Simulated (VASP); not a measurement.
Energy against volume of KTaO$_{3}$ (cubic perovskite). All values below come from rev-vdW-DF2, VASP's PBE PAW potentials (set 64) (plane waves; VASP). Run with 520 eV cut-off, 6×6×6 Γ-centred mesh, Gaussian smearing of 0.050 eV, potentials K_sv Ta_pv O.

| V (Å³/atom) | E (eV/atom) |
|---|---|
| 12.107 | -6.60970 |
| 12.493 | -6.63469 |
| 12.880 | -6.64274 |
| 13.266 | -6.63642 |

**Question.** Fit these four points and predict the energy of the run at 13.653 Å³/atom.

**Answer.** A cubic in V^(−2/3), the third-order Birch-Murnaghan form, passes through the four points with V0 = 12.89 Å³/atom and B0 = 197 GPa, and gives -6.6179 eV/atom there. The run gave -6.6180 eV/atom, -0.0 meV/atom from the fit; all five points give B0 = 197 GPa.

The compound is KTaO3 in the cubic perovskite structure. It was relaxed first.
